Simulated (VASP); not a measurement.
These are rev-vdW-DF2, VASP's PBE PAW potentials (set 64) (plane waves; VASP) values and carry that method's errors. For the first row: Run with 520 eV cut-off, 13×13×13 Γ-centred mesh, first-order Methfessel-Paxton smearing of 0.10 eV, potentials Al Co.

| system | energy (eV/atom) |
|---|---|
| CoAl (CsCl type) | -4.3851 |
| Al (fcc) | -2.6314 |
| Co (hcp) | -4.8871 |

The references are the elements' solids at the same level; no temperature or zero-point terms are added.

**Question.** What is the formation energy per atom of CoAl?

**Answer.** The references average (1×(-2.6314) + 1×(-4.8871))/2 = -3.7593 eV, so the formation energy is -4.3851 − (-3.7593) = -0.626 eV/atom.
